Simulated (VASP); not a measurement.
A cell of SmMnO₃ (relaxed from the tetragonal-perovskite structure, space group P4mm) near equilibrium:

```yaml
crystal:
  lattice:
    - [3.77853, 0.00000, 0.00000]
    - [0.00000, 3.77853, 0.00000]
    - [0.00000, 0.00000, 3.80519]
  atoms:
    - { symbol: Mn, position: [0.50000, 0.50000, 0.41946], spin: 2.9 }
    - { symbol: Sm, position: [0.00000, 0.00000, 0.96010] }
    - { symbol: O, position: [0.50000, 0.50000, 0.91726], spin: 0.1 }
    - { symbol: O, position: [0.50000, 0.00000, 0.40459], spin: 0.1 }
    - { symbol: O, position: [0.00000, 0.50000, 0.40459], spin: 0.1 }
```

Calculation: PBEsol GGA, VASP's PBE PAW potentials (set 64) (plane waves; VASP).

The 4f electrons are frozen in the core of the lanthanide potential, so 4f levels, which can set the real gap, and their magnetism are missing. The moments were started parallel, and other spin orders were not tried in this run.

| run | ΔE (meV/atom) | σxx | σyy | σzz | largest shear component, with its sign (GPa) | largest force (eV/Å) | moment (μB) |
|---|---|---|---|---|---|---|---|
| as it is | 0.0 | -0.54 | -0.54 | -0.46 | 0.00 | 0.034 | 3.17 |
| after one change | 103.9 | 10.18 | 0.58 | 0.26 | 0.03 | 5.571 | 3.07 |
Stress is in GPa, positive when the cell is compressed.

**Question.** Which change was made?
(A) atom 5 (O) moved by 0.150 Å along z
(B) biaxial strain of -4.0 % in the yz plane
(C) biaxial strain of +0.5 % in the yz plane
(D) atom 5 (O) moved by -0.200 Å along x

**Answer.** D, atom 5 (O) moved by -0.200 Å along x

The structure was generated: SmMnO3 was put into the tetragonal-perovskite type (P4mm), which need not be its known phase.
